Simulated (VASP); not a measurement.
# Germanene and its bilayer

What are the lattice, gap and band positions of germanene, and what does a second sheet change?

Main program and level: VASP 6.6.1; PBE with D3(BJ); plane waves and PAW (Ge), in the first sound run; inputs show where later runs differ.

Report form: the programs' logs are mostly left out.

### Step 1. Starting point

The cell holds 2 atoms: 2 Ge. Cell: a = 4.060 Å, b = 4.060 Å, c = 22.000 Å, α = 90.0°, β = 90.0°, γ = 120.0°. Vacuum lies along c.

### Step 2. Relaxing the monolayer

The sheet's cell relaxes in its plane with the atoms, while the vacuum is kept.

File INCAR:

```
SYSTEM = Ge
PREC = Normal
ENCUT = 350
EDIFF = 1E-06
NELM = 120
ISMEAR = 0
SIGMA = 0.03
LREAL = .FALSE.
ALGO = Normal
GGA = PE
IVDW = 12
NBANDS = 10
LORBIT = 11
LWAVE = .FALSE.
LCHARG = .FALSE.
KPAR = 4
IBRION = 2
NSW = 50
ISIF = 3
EDIFFG = -0.015
POTIM = 0.4
IDIPOL = 3
LDIPOL = .TRUE.
DIPOL = 0.5 0.5 0.5
LATTICE_CONSTRAINTS = .TRUE. .TRUE. .FALSE.
```

File POSCAR:

```
Ge
1.0
    4.0600000000      0.0000000000      0.0000000000
   -2.0300000000      3.5160631394      0.0000000000
    0.0000000000      0.0000000000     22.0000000000
Ge
2
Direct
    0.3333333333      0.6666666667      0.4843181818
    0.6666666667      0.3333333333      0.5156818182
```

File KPOINTS:

```
Automatic mesh
0
Gamma
9 9 1
0 0 0
```

PAW data sets: Ge (PBE family, release 64).

Started as:

```console
$ mpirun -np 4 vasp_std
```

Elapsed: 16 s, on 4 MPI ranks of Intel Xeon Platinum 8259CL at 2.50GHz (Skylake/Cascade Lake), shared host; peak memory 0.85 GiB.

Dispersion corrections of this kind ignore metallic screening and tend to overbind metals. The data set Ge keeps the semicore shell frozen, which is cheaper and a little less accurate. The run keeps the 12 symmetry operations of its start, so it cannot find a distortion of lower symmetry.

Relaxation path:

```
step  energy less that of the first step (eV)  largest force (eV/Å)  pressure (GPa)  volume (Å³)
   1                                   0.0000                0.0008           -0.11       314.05
   2                                  -0.0018                0.0335            0.02       310.05
   3                                  -0.0019                0.0281            0.00       310.61
   4                                  -0.0019                0.0273            0.00       310.68
   5                                  -0.0019                0.0204            0.00       310.63
   6                                  -0.0020                0.0020            0.00       310.47
```

```csv
cell as run,before,after,change
a (Å),4.060,4.037,-0.6 %
b (Å),4.060,4.037,-0.6 %
```

Final coordinates:

```xyz
2
Lattice="4.0367 0.0000 0.0000 -2.0184 3.4959 0.0000 0.0000 0.0000 22.0000" Properties=species:S:1:pos:R:3
Ge    0.0000    2.3306   10.6510
Ge    2.0184    1.1653   11.3490
```

This step gave:

```
electronic cycles       : 39
electrons               : 8
free energy (TOTEN)     : -8.322 eV
energy at zero smearing : -8.321 eV
Fermi energy            : -3.317 eV
metallic                : yes
dipole moment           : 0, 0, 0 e·Å
```

The run ended after 6 ionic steps, 0.002 eV below its first step, once forces and stress met EDIFFG = -0.015.

### Step 3. A second relaxation

The plane waves were chosen for the start cell, so the relaxation is repeated from its end.

INCAR, as its differences from that of step 2:

```diff
@@ -17,3 +17,3 @@
 IBRION = 2
-NSW = 50
+NSW = 30
 ISIF = 3
```

File POSCAR:

```
Ge
1.0
    4.0367434961      0.0000000000      0.0000000000
   -2.0183717481      3.4959224162      0.0000000000
    0.0000000000      0.0000000000     22.0000000000
Ge
2
Direct
    0.3333333333      0.6666666667      0.4841343359
    0.6666666667      0.3333333333      0.5158656641
```

KPOINTS is that of step 2.

Started as:

```console
$ mpirun -np 4 vasp_std
```

Elapsed: 6 s, on 4 MPI ranks; peak memory 0.74 GiB; 22 s of CPU time.

Little changed from the start: no atom moved by 0.005 Å and no cell edge by 0.1 %.

This step gave:

```
electronic cycles : 19
Fermi energy      : -3.315 eV
```

The start already met the threshold, so nothing moved.

### Step 4. Vacuum level and density of states

A static run writes the electrostatic potential without exchange and correlation (LVHAR), which is flat in the vacuum and gives the level to count from. The dipole correction cancels the field that unlike faces would set up across the vacuum.

File INCAR:

```
SYSTEM = Ge
PREC = Normal
ENCUT = 350
EDIFF = 1E-06
NELM = 120
ISMEAR = 0
SIGMA = 0.03
LREAL = .FALSE.
ALGO = Fast
GGA = PE
IVDW = 12
NBANDS = 10
LORBIT = 11
LWAVE = .FALSE.
LCHARG = .TRUE.
IDIPOL = 3
LDIPOL = .TRUE.
DIPOL = 0.5 0.5 0.5
LVHAR = .TRUE.
LVACPOTAV = .TRUE.
NEDOS = 1500
LELF = .TRUE.
```

POSCAR is that of step 3.

KPOINTS is that of step 3.

File KPOINTS_OPT:

```
Line mode
14
Line-mode
Reciprocal
  0.00000000   0.00000000   0.00000000 GAMMA
  0.50000000   0.00000000   0.00000000 M

  0.50000000   0.00000000   0.00000000 M
  0.33333333   0.33333333   0.00000000 K

  0.33333333   0.33333333   0.00000000 K
  0.00000000   0.00000000   0.00000000 GAMMA
```

Started as:

```console
$ mpirun -np 4 vasp_std
```

It took 10 s on 4 MPI ranks; peak memory 0.57 GiB; 39 s of CPU time.

Numbers from this step:

| Item | Value |
| --- | --- |
| vacuum levels | 1.153, 1.153 eV |
| work functions of the upper and lower face | 4.468, 4.468 eV |

Electronic bands along the path, in eV, zero at the Fermi level; # counts the bands kept:

```
          point      #1     #2     #3     #4    #5    #6    #7    #8
              Γ  -11.23  -3.52  -0.41  -0.41  0.56  2.28  3.89  3.89
0.54 of the way  -10.46  -5.14  -2.05  -1.42  1.69  2.33  4.47  5.10
              M   -9.20  -7.36  -1.95  -1.16  0.68  1.67  5.42  6.33
0.46 of the way   -8.99  -7.48  -2.94  -0.76  0.60  3.16  5.04  6.11
              K   -8.20  -8.20  -3.69   0.00  0.00  4.39  6.26  6.26
0.54 of the way  -10.47  -5.04  -1.99  -1.86  2.17  3.21  3.76  5.03
              Γ  -11.23  -3.52  -0.41  -0.41  0.56  2.28  3.89  3.89
```

Zero at the Fermi level. The planar average of the electrostatic potential by height:

| height (Å) | planar average of the electrostatic potential (eV) |
| --- | --- |
| 0 | 4.47 |
| 1 | 4.47 |
| 2 | 4.47 |
| 3 | 4.47 |
| 4 | 4.47 |
| 5 | 4.47 |
| 6 | 4.47 |
| 7 | 4.47 |
| 8 | 4.44 |
| 9 | 4.05 |
| 10 | -1.45 |
| 11 | -9.81 |
| 12 | -1.45 |
| 13 | 4.05 |
| 14 | 4.44 |
| 15 | 4.47 |
| 16 | 4.47 |
| 17 | 4.47 |
| 18 | 4.47 |
| 19 | 4.47 |
| 20 | 4.47 |
| 21 | 4.47 |

Valence density in the ca plane at fractional y = 0.333, with atoms of Ge within 0.2 Å of it. It is the smooth field of the valence electrons, not physical close to the nuclei.

Ten even steps from '0' (-0.01 e/Å³) to '9' (0.39 e/Å³), each cell a mean:
```
00000000000000000000000001135787531000000000
00000000000000000000000000136999852100000000
00000000000000000000000000137734873100000000
00000000000000000000000000137501873100000000
00000000000000000000000000137856963100000000
00000000000000000000000000136999842000000000
00000000000000000000000001135787521000000000
00000000000000000000000001235654210000000000
00000000000000000000000001235543210000000000
00000000000000000000000001235543210000000000
00000000000000000000000001235654310000000000
```
Columns run along c (16.0 Å, from fractional 0.02 to 0.74 of the cell), rows up along a (4.0 Å). Atoms in or near the plane, at fractional coordinates: Ge at (0.52, 0.67).

ELF in the ca plane at fractional y = 0.333, with atoms of Ge within 0.2 Å of it. It is the smooth field of the valence electrons, not physical close to the nuclei.

Ten even steps from '0' (0.00) to '9' (0.87), each cell a mean:
```
00000000000000000000000013467889876310000000
00000000000000000000000012457899998531000000
00000000000000000000000012357778999742000000
00000000000000000000000012356668999742000000
00000000000000000000000012357788998641000000
00000000000000000000000012467899997521000000
00000000000000000000000023567888765310000000
00000000000000000000000124677766532100000000
00000000000000000000000135677653210000000000
00000000000000000000000135677654321000000000
00000000000000000000000124677776542100000000
```
Columns run along c (16.0 Å, from fractional 0.02 to 0.74 of the cell), rows up along a (4.0 Å). Atoms in or near the plane, at fractional coordinates: Ge at (0.52, 0.67).

The vacuum level lies 4.47 eV above the Fermi level at the upper face; both faces agree, as the slab has next to no dipole.

The program found no field-free point at its default tolerance, but its printed level agrees with the flat part of the planar average.

### Step 5. The slab in a field, field -0.1

A field across the slab, with the atoms held, gives the electronic response: the dipole changes linearly with the field, and the energy has a linear term from the slab's own dipole and a quadratic one from its polarisability.

File INCAR:

```
SYSTEM = Ge
PREC = Normal
ENCUT = 350
EDIFF = 1E-06
NELM = 120
ISMEAR = 0
SIGMA = 0.03
LREAL = .FALSE.
ALGO = Fast
GGA = PE
IVDW = 12
NBANDS = 10
LORBIT = 11
LWAVE = .FALSE.
LCHARG = .FALSE.
KPAR = 4
IDIPOL = 3
LDIPOL = .TRUE.
DIPOL = 0.5 0.5 0.5
EFIELD = -0.1
```

POSCAR is that of step 4.

KPOINTS is that of step 4.

Started as:

```console
$ mpirun -np 4 vasp_std
```

It took 6.4 s on 4 MPI ranks; peak memory 0.72 GiB.

Numbers from this step:

```
electronic cycles       : 20
free energy (TOTEN)     : -8.323 eV
energy at zero smearing : -8.322 eV
Fermi energy            : -3.316 eV
dipole moment           : 0, 0, -0.02698 e·Å
```

VASP counts the dipole in electrons times Å, so a positive number points the physical dipole along −c. A positive EFIELD is likewise a physical field along −c.

Energy at zero smearing: -8.32247 eV.

### Step 6. The slab in a field, field 0.1

INCAR, as its differences from that of step 5:

```diff
@@ -19,2 +19,2 @@
 DIPOL = 0.5 0.5 0.5
-EFIELD = -0.1
+EFIELD = 0.1
```

POSCAR is that of step 5.

KPOINTS is that of step 5.

Started as:

```console
$ mpirun -np 4 vasp_std
```

It took 6.4 s on 4 MPI ranks; peak memory 0.73 GiB; 24 s of CPU time.

This step gave:

| Property | Result |
| --- | --- |
| dipole moment | 0, 0, 0.02698 e·Å |

Energy at zero smearing: -8.32247 eV.

### Step 7. With spin-orbit coupling

This step: PBE with D3(BJ), spin-orbit coupling; plane waves and PAW (Ge) (VASP 6.6.1).

For heavy elements spin-orbit coupling shifts the highest filled levels.

INCAR, as its differences from that of step 6:

```diff
@@ -11,4 +11,8 @@
 IVDW = 12
-NBANDS = 10
-LORBIT = 11
+LNONCOLLINEAR = .TRUE.
+MAGMOM = 0 0 0 0 0 0
+NBANDS = 20
+GGA_COMPAT = .FALSE.
+LASPH = .TRUE.
+LSORBIT = .TRUE.
 LWAVE = .FALSE.
@@ -19,2 +23 @@
 DIPOL = 0.5 0.5 0.5
-EFIELD = 0.1
```

POSCAR is that of step 6.

KPOINTS is that of step 6.

KPOINTS_OPT is that of step 4.

Started as:

```console
$ mpirun -np 4 vasp_ncl
```

It took 51 s on 4 MPI ranks; peak memory 1.8 GiB; 3.3 min of CPU time.

LASPH is switched on together with spin-orbit coupling, so the change from the scalar run holds both.

Numbers from this step:

```
electronic cycles                 : 19
free energy (TOTEN)               : -8.341 eV
energy at zero smearing           : -8.341 eV
Fermi energy                      : -3.31 eV
metallic                          : no
least gap on mesh and path        : 0.02410 eV
least direct gap on mesh and path : 0.0242 eV
dipole moment                     : 0, 0, 0 e·Å
```

On-site spin-orbit energy by atom:

```csv
atom,on-site spin-orbit energy (eV)
Ge1,-0.0131
Ge2,-0.0131
```

The electronic bands at the labelled points (eV, zero at the valence-band top; v1 is the highest filled band, c1 the lowest empty one):

```csv
point,v4,v3,v2,v1,c1,c2,c3,c4
Γ,-0.51,-0.51,-0.31,-0.31,0.57,0.57,2.30,2.30
0.54 of the way,-2.04,-2.04,-1.42,-1.42,1.70,1.70,2.35,2.35
M,-1.95,-1.95,-1.15,-1.15,0.70,0.70,1.68,1.68
0.46 of the way,-2.94,-2.94,-0.75,-0.75,0.61,0.61,3.17,3.17
K,-3.68,-3.68,0.00,0.00,0.02,0.02,4.39,4.39
0.54 of the way,-1.99,-1.99,-1.85,-1.85,2.18,2.18,3.21,3.21
Γ,-0.51,-0.51,-0.31,-0.31,0.57,0.57,2.30,2.30
```

### Step 8. A rigid stacking

This step: PBE with D3(BJ); plane waves and PAW (Ge) (VASP 6.6.1).

System of this step: bilayer of germanene. The cell holds 4 atoms: 4 Ge. Its edges and angles: a = 4.037 Å, b = 4.037 Å, c = 21.496 Å, α = 90.0°, β = 90.0°, γ = 120.0°. upper sheet same orientation, shifted by (0.00, 0.00). Vacuum lies along c.

Two rigid sheets are set at a typed distance in several high-symmetry stackings, to find where to start. The upper sheet is shifted or turned in the plane and never flipped over.

File INCAR:

```
SYSTEM = Ge
PREC = Normal
ENCUT = 350
EDIFF = 1E-05
NELM = 120
ISMEAR = 0
SIGMA = 0.03
LREAL = .FALSE.
ALGO = Fast
GGA = PE
IVDW = 12
NBANDS = 14
LORBIT = 11
LWAVE = .FALSE.
LCHARG = .FALSE.
KPAR = 4
IDIPOL = 3
LDIPOL = .TRUE.
DIPOL = 0.5 0.5 0.5
```

File POSCAR:

```
Ge
1.0
    4.0367434961      0.0000000000      0.0000000000
   -2.0183717481      3.4959224162      0.0000000000
    0.0000000000      0.0000000000     21.4961784408
Ge
4
Direct
    0.3333333300      0.6666666700      0.3954191200
    0.6666666700      0.3333333300      0.4278941600
    0.3333333300      0.6666666700      0.5721058400
    0.6666666700      0.3333333300      0.6045808800
```

KPOINTS is that of step 7.

Started as:

```console
$ mpirun -np 4 vasp_std
```

Wall time 5.6 s (4 MPI ranks); peak memory 0.71 GiB.

The gap is read on the k-mesh alone, so it is an upper bound where the band edges lie off the mesh.

This step gave:

```
electronic cycles              : 14
electrons                      : 16
free energy (TOTEN)            : -16.93 eV
energy at zero smearing        : -16.93 eV
Fermi energy                   : -2.286 eV
gap on the k-mesh              : 0.09800 eV
least direct gap on the k-mesh : 0.1631 eV
```

Force by atom:

| atom | x (eV/Å) | y (eV/Å) | z (eV/Å) | size |
| --- | --- | --- | --- | --- |
| Ge1 | 0.000 | 0.000 | -0.114 | 0.114 |
| Ge2 | 0.000 | 0.000 | 0.460 | 0.460 |
| Ge3 | 0.000 | 0.000 | -0.460 | 0.460 |
| Ge4 | 0.000 | 0.000 | 0.114 | 0.114 |

Energy at zero smearing: -16.93194 eV.

### Step 9. A rigid stacking

INCAR is that of step 8.

POSCAR, as its differences from that of step 8:

```diff
@@ -10,3 +10,3 @@
     0.6666666700      0.3333333300      0.4278941600
-    0.3333333300      0.6666666700      0.5721058400
-    0.6666666700      0.3333333300      0.6045808800
+    0.6666666700      0.3333333300      0.5721058400
+    0.0000000000      1.0000000000      0.6045808800
```

KPOINTS is that of step 8.

Started as:

```console
$ mpirun -np 4 vasp_std
```

The job ended after 6.8 s (4 MPI ranks; peak memory 0.71 GiB; 25 s of CPU time).

Energy at zero smearing: -17.23980 eV.

### Step 10. A rigid stacking

INCAR is that of step 9.

POSCAR, as its differences from that of step 9:

```diff
@@ -10,3 +10,3 @@
     0.6666666700      0.3333333300      0.4278941600
-    0.6666666700      0.3333333300      0.5721058400
-    0.0000000000      1.0000000000      0.6045808800
+    1.0000000000      0.0000000000      0.5721058400
+    0.3333333300      0.6666666700      0.6045808800
```

KPOINTS is that of step 9.

Started as:

```console
$ mpirun -np 4 vasp_std
```

Wall time 6 s (4 MPI ranks); peak memory 0.73 GiB; 22 s of CPU time.

Energy at zero smearing: -16.97033 eV.

### Step 11. A rigid stacking

INCAR is that of step 10.

POSCAR, as its differences from that of step 10:

```diff
@@ -10,3 +10,3 @@
     0.6666666700      0.3333333300      0.4278941600
-    1.0000000000      0.0000000000      0.5721058400
+    0.6666666700      0.3333333300      0.5721058400
     0.3333333300      0.6666666700      0.6045808800
```

KPOINTS is that of step 10.

Started as:

```console
$ mpirun -np 4 vasp_std
```

It took 6.8 s on 4 MPI ranks; peak memory 0.72 GiB.

Energy at zero smearing: -17.01302 eV.

### Step 12. A rigid stacking

INCAR is that of step 11.

POSCAR, as its differences from that of step 11:

```diff
@@ -10,3 +10,3 @@
     0.6666666700      0.3333333300      0.4278941600
-    0.6666666700      0.3333333300      0.5721058400
-    0.3333333300      0.6666666700      0.6045808800
+    0.0000000000      1.0000000000      0.5721058400
+    0.6666666700      0.3333333300      0.6045808800
```

KPOINTS is that of step 11.

Started as:

```console
$ mpirun -np 4 vasp_std
```

It took 6 s on 4 MPI ranks; peak memory 0.72 GiB; 22 s of CPU time.

Energy at zero smearing: -17.06703 eV.

### Step 13. Relaxing the bilayer

The lowest stacking relaxes at the monolayer's lattice.

INCAR, as its differences from that of step 12:

```diff
@@ -3,3 +3,3 @@
 ENCUT = 350
-EDIFF = 1E-05
+EDIFF = 1E-06
 NELM = 120
@@ -16,2 +16,8 @@
 KPAR = 4
+IBRION = 2
+NSW = 50
+ISIF = 2
+EDIFFG = -0.015
+POTIM = 0.4
+MAXMIX = 40
 IDIPOL = 3
```

POSCAR, as its differences from that of step 12:

```diff
@@ -10,3 +10,3 @@
     0.6666666700      0.3333333300      0.4278941600
-    0.0000000000      1.0000000000      0.5721058400
-    0.6666666700      0.3333333300      0.6045808800
+    0.6666666700      0.3333333300      0.5721058400
+    0.0000000000      1.0000000000      0.6045808800
```

KPOINTS is that of step 12.

Started as:

```console
$ mpirun -np 4 vasp_std
```

Wall time 52 s (4 MPI ranks); peak memory 0.79 GiB.

Step by step:

```
step  energy less that of the first step (eV)  largest force (eV/Å)
   1                                   0.0000                0.4751
   2                                  -0.0161                0.3697
   3                                  -0.0355                0.1732
   4                                  -0.0361                0.1875
   5                                  -0.0363                0.2184
   6                                  -0.0423                0.1962
   7                                  -0.0584                0.1361
   8                                  -0.0862                0.1655
   9                                  -0.0384                0.3620
  10                                  -0.0923                0.1442
  11                                  -0.0936                0.0963
  12                                  -0.0937                0.1098
  13                                  -0.0886                0.2463
  14                                  -0.0956                0.0664
  15                                  -0.0966                0.0134
```

The atoms that moved most (Å):

```csv
atom,dx,dy,dz,length
Ge2,0.000,0.000,0.235,0.235
Ge3,0.000,0.000,-0.235,0.235
Ge4,0.000,0.000,-0.147,0.147
Ge1,0.000,0.000,0.147,0.147
```

The relaxed structure:

```xyz
4
Lattice="4.0367 0.0000 0.0000 -2.0184 3.4959 0.0000 0.0000 0.0000 21.4962" Properties=species:S:1:pos:R:3
Ge    0.0000    2.3306    8.6468
Ge    2.0184    1.1653    9.4328
Ge    2.0184    1.1653   12.0634
Ge   -2.0184    3.4959   12.8494
```

Numbers from this step:

- electronic cycles: 144
- free energy (TOTEN): -17.34 eV
- Fermi energy: -2.258 eV
- metallic: yes
- dipole moment: 0, 0, 0 e·Å

The run ended after 15 ionic steps, 0.097 eV below its first step, once the forces on the free atoms met EDIFFG = -0.015.

(Continued in part 2 of 2.)

[Lines on the potential files, build, host, timing and source positions are cut from VASP's logs without a mark.]

[Logs are printed without paths, hosts, clocks, repeated set-up lines and the standing remarks that a program may print on its own settings, such as how far it seeks lower states.]

[Hosts, paths, dates, database ids (printed as entryN), source tags and the programs' standing remarks are cut or masked in the printed files.]

[Runs that stopped without an error message from VASP are left out.]
